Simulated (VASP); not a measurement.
Level of theory: vdW-DF-cx, VASP's PBE PAW potentials (set 64) (plane waves; VASP).

A VASP calculation is set up with these files.

KPOINTS:
```
Automatic
0
G
11 11 11
0 0 0
```

File POSCAR:
```
InSb
1
    0.0000000000     3.2698411334     3.2698411334
    3.2698411334     0.0000000000     3.2698411334
    3.2698411334     3.2698411334     0.0000000000
In Sb
1 1
Direct
  0.0000000000   0.0000000000   0.0000000000
  0.2500000000   0.2500000000   0.2500000000
```

**INCAR**
```
AGGAC  =  0.0
ALGO  =  Normal
EDIFF  =  1E-7
ENCUT  =  520
GGA  =  CX
ISIF  =  2
ISMEAR  =  -5
LASPH  =  .TRUE.
LCHARG  =  .TRUE.
LMAXMIX  =  4
LORBIT  =  11
LREAL  =  .FALSE.
LUSE_VDW  =  .TRUE.
LWAVE  =  .FALSE.
NEDOS  =  601
NELM  =  100
PREC  =  Accurate
SYSTEM  =  InSb
```

POTCAR, in this order: In_d Sb (PBE.64 set). Program: vasp_std.

What VASP printed:

**OSZICAR**
```
       N       E                     dE             d eps       ncg     rms          rms(c)
DAV:   1     0.117071833295E+03    0.11707E+03   -0.80483E+03  1456   0.136E+03
DAV:   2     0.568887730395E+01   -0.11138E+03   -0.10884E+03  1526   0.307E+02
DAV:   3    -0.190136978622E+01   -0.75902E+01   -0.75582E+01  1921   0.879E+01
DAV:   4    -0.210219320889E+01   -0.20082E+00   -0.20073E+00  1692   0.168E+01
DAV:   5    -0.211166199639E+01   -0.94688E-02   -0.94685E-02  2145   0.310E+00    0.359E+00
DAV:   6    -0.201104772040E+01    0.10061E+00   -0.19034E-01  1962   0.763E+00    0.207E+00
DAV:   7    -0.199652609107E+01    0.14522E-01   -0.70081E-02  1888   0.297E+00    0.614E-01
DAV:   8    -0.199696794232E+01   -0.44185E-03   -0.75227E-03  1866   0.116E+00    0.222E-01
DAV:   9    -0.199746309522E+01   -0.49515E-03   -0.77444E-04  1591   0.291E-01    0.728E-02
DAV:  10    -0.199752773476E+01   -0.64640E-04   -0.58324E-05  1807   0.571E-02    0.297E-02
DAV:  11    -0.199756453522E+01   -0.36800E-04   -0.65075E-05  1551   0.563E-02    0.171E-02
DAV:  12    -0.199756480891E+01   -0.27368E-06   -0.10110E-06  1754   0.773E-03    0.595E-03
DAV:  13    -0.199756556814E+01   -0.75924E-06   -0.17423E-06  1511   0.749E-03    0.333E-03
DAV:  14    -0.199756549208E+01    0.76065E-07   -0.73223E-08  1413   0.310E-03
   1 F= -.19975655E+01 E0= -.19975655E+01  d E =0.000000E+00
```

**OUTCAR**
```
------------------------ aborting loop because EDIFF is reached ----------------------------------------
  FORCE on cell =-STRESS in cart. coord.  units (eV):
  Direction    XX          YY          ZZ          XY          YZ          ZX
  --------------------------------------------------------------------------------------
  Total        0.0072756      0.0072756      0.0072756      0.0000000     -0.0000000      0.0000000
  in kB        0.1667120      0.1667120      0.1667120      0.0000000     -0.0000000      0.0000000
  external PRESSURE =       0.1667120 kB  Pullay stress =       0.0000000 kB
  volume of cell :       69.92
      direct lattice vectors                 reciprocal lattice vectors
     0.000000000  3.269841133  3.269841133    -0.152912628  0.152912628  0.152912628
     3.269841133  0.000000000  3.269841133     0.152912628 -0.152912628  0.152912628
     3.269841133  3.269841133  0.000000000     0.152912628  0.152912628 -0.152912628
  FREE ENERGIE OF THE ION-ELECTRON SYSTEM (eV)
  ---------------------------------------------------
  free  energy   TOTEN  =        -1.9975654921 eV

  energy  without entropy=       -1.9975654921  energy(sigma->0) =       -1.99756549

 total charge

# of ion       s       p       d       tot
------------------------------------------
    1        0.871   0.690   9.863  11.425
    2        1.142   1.314   0.019   2.474
--------------------------------------------------
tot          2.013   2.004   9.882  13.899
```
(Selected blocks of OUTCAR.)

For a metal the tetrahedron method with Blöchl corrections gives inexact stress and forces.

The compound is InSb in the zinc blende structure. It was relaxed first.
